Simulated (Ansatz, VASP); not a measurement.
# Cross-check of HfC between VASP and Ansatz, part 2 of 2

One calculation is typed for both programs; each brings its own data sets. How far apart do they land? The cell is taken from a series of runs on this material, whose earlier steps may have relaxed, scaled, displaced or heated it; both programs get it as it stands.

VASP 6.6.1 and Ansatz 0.2.0.

So far: The structure; Ansatz: zone-centre phonons, PBEsol.

### Step 3. VASP: zone-centre phonons, PBEsol

Level of this step: PBEsol; plane waves and PAW (C, Hf_pv) (VASP).

The same cell, functional, mesh and smearing now go to VASP, with its own data sets.

Lines of VASP's logs that name or quote its potential files are left out, and so is its time.

Input file INCAR:

```
SYSTEM = HfC
PREC = Accurate
ENCUT = 600
EDIFF = 1E-08
NELM = 120
ISMEAR = 1
SIGMA = 0.2
LREAL = .FALSE.
ALGO = Normal
GGA = PS
NBANDS = 13
LASPH = .TRUE.
LORBIT = 11
LWAVE = .FALSE.
LCHARG = .FALSE.
ISIF = 2
IBRION = 8
GGA_COMPAT = .FALSE.
KPAR = 2
```

Input file POSCAR:

```
HfC
1.0
    0.0572070739      2.3385161995      2.2907236559
    2.3385161995      0.0572070739      2.2907236559
    2.3957232733      2.3957232733     -0.0000000001
C Hf
1 1
Direct
    0.0000000000      0.0000000000      0.0000000000
    0.5000000000      0.5000000000      0.5000000000
```

Input file KPOINTS:

```
Automatic mesh
0
Gamma
16 16 16
0 0 0
```

PAW data sets: C and Hf_pv (PBE family, release 64).

On the command line:

```sh
> mpirun -np 2 vasp_std
```

Numbers of over 12 decimals in the logs are rounded to 6 here.

What it wrote:

```text
[banner, memory and clock lines left out]
running    2 mpi-ranks, on    1 nodes
 distrk:  each k-point on    1 cores,    2 groups
 distr:  one band on    1 cores,    1 groups

 POSCAR found type information on POSCAR C Hf
 POSCAR found :  2 types and       2 ions
|                                                                             |
|               ----> ADVICE to this user running VASP <----                  |
|                                                                             |
|     You enforced a specific xc type in the INCAR file but a different       |
|     [... a line on the potential file left out ...]
|     I HOPE YOU KNOW WHAT YOU ARE DOING!                                     |
|                                                                             |

 LDA part: xc-table for (Slater+PW92), standard interpolation
 POSCAR, INCAR and KPOINTS ok, starting setup
 FFT: planning ... GRIDC
 FFT: planning ... GRID_SOFT
 FFT: planning ... GRID
 WAVECAR not read
 entering main loop
       N       E                     dE             d eps       ncg     rms          rms(c)
DAV:   1     0.241563454312E+02    0.24156E+02   -0.85742E+03 16178   0.119E+03
DAV:   2    -0.232835717801E+02   -0.47440E+02   -0.44352E+02 20435   0.218E+02
DAV:   3    -0.250367276795E+02   -0.17532E+01   -0.17431E+01 20334   0.299E+01
DAV:   4    -0.250467076036E+02   -0.99799E-02   -0.99784E-02 17766   0.269E+00
DAV:   5    -0.250467764367E+02   -0.68833E-04   -0.68831E-04 20364   0.206E-01    0.584E+01
DAV:   6    -0.222250368101E+02    0.28217E+01   -0.12377E+01 18751   0.186E+01    0.414E+01
DAV:   7    -0.221628155036E+02    0.62221E-01   -0.57742E-01 18409   0.537E+00    0.238E+01
DAV:   8    -0.221505285914E+02    0.12287E-01   -0.67113E-02 19696   0.207E+00    0.529E+00
DAV:   9    -0.221445912226E+02    0.59374E-02   -0.26902E-02 19236   0.909E-01    0.195E+00
DAV:  10    -0.221441399134E+02    0.45131E-03   -0.19009E-03 19437   0.316E-01    0.585E-02
DAV:  11    -0.221441355592E+02    0.43542E-05   -0.89050E-05 19016   0.863E-02    0.226E-02
DAV:  12    -0.221441350504E+02    0.50879E-06   -0.33279E-06 20225   0.150E-02    0.993E-03
DAV:  13    -0.221441348853E+02    0.16508E-06   -0.30468E-07 19884   0.373E-03    0.195E-03
DAV:  14    -0.221441348588E+02    0.26493E-07   -0.25351E-08 18171   0.133E-03    0.886E-04
DAV:  15    -0.221441348695E+02   -0.10686E-07   -0.29155E-09  9183   0.482E-04    0.101E-04
DAV:  16    -0.221441348711E+02   -0.15787E-08   -0.42720E-10  8453   0.193E-04
   1 F= -.22144135E+02 E0= -.22144091E+02  d E =-.130958E-03
 Linear response reoptimize wavefunctions to high precision
DAV:   1    -0.221441348688E+02    0.22865E-08   -0.30997E-11  9648   0.485E-05
DAV:   2    -0.221441348688E+02   -0.45475E-11   -0.38031E-12  8308   0.173E-05
 Linear response DOF=           4
 Linear response progress:
  Degree of freedom:   1/  4
       N       E                     dE             d eps       ncg     rms          rms(c)
RMM:   1    -0.120937570908E+00   -0.12094E+00    0.35883E-02 63863   0.185E+00
RMM:   2    -0.117902014131E+00    0.30356E-02   -0.30899E-03 45906   0.339E-01    0.380E-01
RMM:   3    -0.118271961022E+00   -0.36995E-03   -0.60172E-04 42124   0.141E-01    0.198E-01
RMM:   4    -0.119162272767E+00   -0.89031E-03   -0.37342E-04 43571   0.107E-01    0.355E-02
RMM:   5    -0.119162291824E+00   -0.19057E-07   -0.10112E-05 47906   0.233E-02    0.105E-02
RMM:   6    -0.119161378501E+00    0.91332E-06   -0.42552E-07 51016   0.430E-03    0.457E-03
RMM:   7    -0.119150924032E+00    0.10454E-04   -0.88160E-08 49313   0.200E-03    0.272E-03
RMM:   8    -0.119154066460E+00   -0.31424E-05   -0.12620E-08 51186   0.745E-04    0.363E-04
RMM:   9    -0.119153404427E+00    0.66203E-06   -0.12497E-09 54257   0.145E-04    0.206E-04
RMM:  10    -0.119153405855E+00   -0.14285E-08   -0.15244E-09 55114   0.341E-05    0.729E-05
 first order change of Fermi-energy   0.18003E-03
 force on displaced ion       1 direction 1 :  -6.659  -0.557   0.000
 Linear response progress:
  Degree of freedom:   2/  4
       N       E                     dE             d eps       ncg     rms          rms(c)
RMM:   1    -0.123583664546E+00   -0.12358E+00    0.27974E-02 35484   0.191E+00
RMM:   2    -0.119010002646E+00    0.45737E-02   -0.37923E-03 25936   0.363E-01    0.479E-01
RMM:   3    -0.119386528048E+00   -0.37653E-03   -0.69853E-04 23830   0.151E-01    0.253E-01
RMM:   4    -0.120324872044E+00   -0.93834E-03   -0.40173E-04 24389   0.112E-01    0.411E-02
RMM:   5    -0.120317712512E+00    0.71595E-05   -0.11317E-05 26589   0.249E-02    0.120E-02
RMM:   6    -0.120318483859E+00   -0.77135E-06   -0.42758E-07 28235   0.443E-03    0.468E-03
RMM:   7    -0.120306636864E+00    0.11847E-04   -0.10813E-07 27040   0.225E-03    0.265E-03
RMM:   8    -0.120310535911E+00   -0.38990E-05   -0.13088E-08 28506   0.762E-04    0.419E-04
RMM:   9    -0.120309651894E+00    0.88402E-06    0.28680E-09 29973   0.159E-04    0.183E-04
RMM:  10    -0.120309625655E+00    0.26239E-07    0.41394E-10 30358   0.376E-05    0.362E-05
RMM:  11    -0.120309623614E+00    0.20412E-08   -0.15282E-10 29310   0.102E-05    0.918E-06
 first order change of Fermi-energy   0.11742E-02
 force on displaced ion       1 direction 3 :  -0.000  -0.000  -9.294
 Linear response progress:
  Degree of freedom:   3/  4
       N       E                     dE             d eps       ncg     rms          rms(c)
RMM:   1    -0.216289180479E+00   -0.21629E+00    0.36521E+00 31464   0.119E+01
RMM:   2    -0.213070975943E+00    0.32182E-02   -0.31445E-02 44015   0.129E+00    0.488E-01
RMM:   3    -0.212360697398E+00    0.71028E-03   -0.96861E-04 55819   0.156E-01    0.194E-01
RMM:   4    -0.211871269170E+00    0.48943E-03   -0.76989E-05 60322   0.539E-02    0.126E-01
RMM:   5    -0.211412162139E+00    0.45911E-03   -0.28534E-05 58803   0.397E-02    0.124E-02
RMM:   6    -0.211401760356E+00    0.10402E-04   -0.22595E-06 60915   0.101E-02    0.499E-03
RMM:   7    -0.211411736780E+00   -0.99764E-05    0.21751E-06 63784   0.250E-03    0.546E-03
RMM:   8    -0.211411984205E+00   -0.24743E-06   -0.18113E-06 63271   0.568E-04    0.154E-03
RMM:   9    -0.211412240565E+00   -0.25636E-06   -0.19538E-06 66306   0.272E-04    0.161E-04
RMM:  10    -0.211412539121E+00   -0.29856E-06   -0.13883E-06 63719   0.927E-05    0.210E-05
RMM:  11    -0.211412594058E+00   -0.54937E-07   -0.64881E-07 69471   0.332E-05    0.349E-05
RMM:  12    -0.211412603644E+00   -0.95859E-08   -0.34628E-07 62700   0.126E-05    0.175E-05
RMM:  13    -0.211412610739E+00   -0.70948E-08   -0.18464E-07 56624   0.681E-06    0.440E-06
RMM:  14    -0.211412609915E+00    0.82397E-09   -0.11083E-07 44782   0.419E-06    0.692E-06
RMM:  15    -0.211412611098E+00   -0.11828E-08   -0.59765E-08 40744   0.301E-06    0.424E-06
 first order change of Fermi-energy  -0.95754E-04
 force on displaced ion       2 direction 1 :  -6.658  -0.556   0.000
 Linear response progress:
  Degree of freedom:   4/  4
       N       E                     dE             d eps       ncg     rms          rms(c)
RMM:   1    -0.214295450895E+00   -0.21430E+00    0.38506E+00 17957   0.121E+01
RMM:   2    -0.211056218494E+00    0.32392E-02   -0.31752E-02 24957   0.130E+00    0.566E-01
RMM:   3    -0.210256457760E+00    0.79976E-03   -0.10075E-03 31105   0.163E-01    0.246E-01
RMM:   4    -0.209701384949E+00    0.55507E-03   -0.91882E-05 33430   0.605E-02    0.146E-01
RMM:   5    -0.209240969489E+00    0.46042E-03   -0.33705E-05 33165   0.422E-02    0.150E-02
RMM:   6    -0.209234190231E+00    0.67793E-05   -0.31102E-06 33664   0.116E-02    0.760E-03
RMM:   7    -0.209241909932E+00   -0.77197E-05   -0.52479E-07 35770   0.260E-03    0.735E-03
RMM:   8    -0.209241946540E+00   -0.36608E-07   -0.30727E-06 35108   0.642E-04    0.225E-03
RMM:   9    -0.209242405709E+00   -0.45917E-06   -0.29044E-06 37053   0.303E-04    0.459E-05
RMM:  10    -0.209242774353E+00   -0.36864E-06   -0.19348E-06 35819   0.103E-04    0.174E-05
RMM:  11    -0.209242843507E+00   -0.69154E-07   -0.91255E-07 38678   0.397E-05    0.323E-05
RMM:  12    -0.209242861360E+00   -0.17853E-07   -0.46255E-07 35877   0.175E-05    0.342E-05
RMM:  13    -0.209242870911E+00   -0.95516E-08   -0.23450E-07 31872   0.924E-06    0.139E-05
RMM:  14    -0.209242869830E+00    0.10813E-08   -0.13430E-07 25118   0.564E-06    0.125E-05
RMM:  15    -0.209242873912E+00   -0.40824E-08   -0.67862E-08 23077   0.385E-06    0.186E-06
 first order change of Fermi-energy  -0.73551E-03
 force on displaced ion       2 direction 3 :  -0.000  -0.000  -9.293
 Linear response finished
```

From OUTCAR (step 3):

```text
ion  position               nearest neighbor table
   1  0.000  0.000  0.000-   2 2.29   2 2.29   2 2.34   2 2.34   2 2.34   2 2.34
   2  0.500  0.500  0.500-   1 2.29   1 2.29   1 2.34   1 2.34   1 2.34   1 2.34

  LATTYP: Found a body centered orthorhombic cell.
 ALAT       =     3.2262583054
 B/A-ratio  =     1.0501528471
 C/A-ratio  =     1.4200497537

 Subroutine GETGRP returns: Found  8 space group operations
 (whereof  8 operations were pure point group operations)

The static configuration has the point symmetry D_2h.

 Found    621 irreducible k-points:

   k-points           NKPTS =    621   k-points in BZ     NKDIM =    621   number of bands    NBANDS=     13

   dimension x,y,z NGX =    28 NGY =   28 NGZ =   28
   dimension x,y,z NGXF=    56 NGYF=   56 NGZF=   56

   ENCUT  =  600.0 eV  44.10 Ry    6.64 a.u.   6.54  6.54  6.77*2*pi/ulx,y,z

   NELECT =      14.0000    total number of electrons

 k-points in reciprocal lattice and weights: Automatic mesh
   0.00000000  0.00000000  0.00000000       0.000
   0.06250000  0.00000000  0.00000000       0.001
   0.12500000  0.00000000  0.00000000       0.001
   0.18750000 -0.00000000  0.00000000       0.001
   0.25000000  0.00000000  0.00000000       0.001
   0.31250000  0.00000000  0.00000000       0.001
   0.37500000 -0.00000000  0.00000000       0.001
   0.43750000  0.00000000  0.00000000       0.001
   0.50000000  0.00000000  0.00000000       0.000
[...]
0.25000000  0.25000000  0.50000000       0.000
  -0.25000000  0.25000000  0.50000000       0.000

 average (electrostatic) potential at core
       1 -47.8599       2 -35.2260

  Total       -1.3703975     -1.3703975     -0.0672964     -1.2832627      0.0000000      0.0000000
  in kB      -87.6866830    -87.6866830     -4.3060490    -82.1112482      0.0000000      0.0000000
  external PRESSURE =     -59.8931383 kB  Pullay stress =       0.0000000 kB

  energy-cutoff  :      600.00
  volume of cell :       25.04
      direct lattice vectors                 reciprocal lattice vectors
     0.057207074  2.338516199  2.290723656    -0.219172402  0.219172402  0.218271636
     2.338516199  0.057207074  2.290723656     0.219172402 -0.219172402  0.218271636
     2.395723273  2.395723273 -0.000000000     0.208705240  0.208705240 -0.218271636

 POSITION                                       TOTAL-FORCE (eV/Angst)
 -----------------------------------------------------------------------------------
      0.00000      0.00000      0.00000        -0.000000      0.000000     -0.000000
      2.39572      2.39572      2.29072         0.000000     -0.000000      0.000000
 -----------------------------------------------------------------------------------
    total drift:                                0.000000      0.000000      0.000000

 Eigenvectors and eigenvalues of the dynamical matrix
 ----------------------------------------------------

   1 f  =   14.207077 THz    89.265698 2PiTHz  473.897079 cm-1    58.755723 meV
             X         Y         Z           dx          dy          dz
      0.000000  0.000000  0.000000     0.000000    0.000000    0.967967
      2.395723  2.395723  2.290724    -0.000000   -0.000000   -0.251079

   2 f  =   12.517773 THz    78.651489 2PiTHz  417.547971 cm-1    51.769327 meV
             X         Y         Z           dx          dy          dz
      0.000000  0.000000  0.000000     0.684455    0.684455   -0.000000
      2.395723  2.395723  2.290724    -0.177544   -0.177544    0.000000

   3 f  =   11.511740 THz    72.330399 2PiTHz  383.990330 cm-1    47.608712 meV
             X         Y         Z           dx          dy          dz
      0.000000  0.000000  0.000000     0.684454   -0.684454    0.000000
      2.395723  2.395723  2.290724    -0.177546    0.177546   -0.000000

   4 f/i=    0.000102 THz     0.000643 2PiTHz    0.003412 cm-1     0.000423 meV
             X         Y         Z           dx          dy          dz
      0.000000  0.000000  0.000000     0.177546   -0.177546    0.000000
      2.395723  2.395723  2.290724     0.684454   -0.684454    0.000000

   5 f/i=    0.000152 THz     0.000952 2PiTHz    0.005055 cm-1     0.000627 meV
             X         Y         Z           dx          dy          dz
      0.000000  0.000000  0.000000     0.177544    0.177544   -0.000000
      2.395723  2.395723  2.290724     0.684454    0.684455   -0.000000

   6 f/i=    0.000262 THz     0.001643 2PiTHz    0.008723 cm-1     0.001082 meV
             X         Y         Z           dx          dy          dz
      0.000000  0.000000  0.000000    -0.000000   -0.000000   -0.251079
      2.395723  2.395723  2.290724    -0.000000   -0.000000   -0.967967

 ELASTIC MODULI CONTR FROM IONIC RELAXATION (kBar)
 Direction    XX          YY          ZZ          XY          YZ          ZX
 --------------------------------------------------------------------------------
 XX           0.0000      0.0000      0.0000      0.0000      0.0000      0.0000
 YY           0.0000      0.0000      0.0000      0.0000      0.0000      0.0000
 ZZ           0.0000      0.0000      0.0000      0.0000      0.0000      0.0000
 XY           0.0000      0.0000      0.0000      0.0000      0.0000      0.0000
 YZ           0.0000      0.0000      0.0000      0.0000      0.0000      0.0000
 ZX           0.0000      0.0000      0.0000      0.0000      0.0000      0.0000
 --------------------------------------------------------------------------------
```

### Step 4. Side by side

Known differences besides the potentials themselves: the data sets hold 30 valence electrons in Ansatz (on its PAW soft_1 files) and 14 in VASP; the cutoff is 420 eV in Ansatz and 600 eV in VASP; Ansatz makes its cores anew for this functional, VASP keeps those of its PBE data sets. Total energies have different zeros and are not compared.

The two programs side by side:

```csv
quantity,Ansatz,VASP,difference
optical mode 1 (cm⁻¹),387.1,384.0,+0.82 %
optical mode 2 (cm⁻¹),419.6,417.5,+0.49 %
optical mode 3 (cm⁻¹),474.5,473.9,+0.12 %
```

Modes are paired by rising frequency, not by their patterns, so a pair may set unlike modes beside each other; they are those without the splitting of longitudinal modes.

### Step 5. Summary of results

```
r.m.s. difference of the optical zone-centre modes, each program's sorted by frequency (zone-centre phonons, PBEsol) : 2.2 cm⁻¹
difference in optical mode 1 (zone-centre phonons, PBEsol)                                                           : +0.8 %
```

In words: The r.m.s. difference of the optical zone-centre modes, each program's sorted by frequency is 2.2 cm⁻¹ (zone-centre phonons, PBEsol). The data sets hold unlike numbers of valence electrons (30 in Ansatz and 14 in VASP), so part of the differences comes from the potentials. Among the rows given in per cent, the largest difference of the zone-centre phonons, PBEsol pair is in optical mode 1, +0.8 %. How closely two codes agree says nothing of how well the functional describes the real material.

[Lines on the potential files, build, host, timing and source positions are cut from VASP's logs without a mark.]

[Logs are printed without paths, hosts, clocks, repeated set-up lines and the standing remarks that a program may print on its own settings, such as how far it seeks lower states.]

[Hosts, paths, dates, database ids (printed as entryN), source tags and the programs' standing remarks are cut or masked in the printed files.]
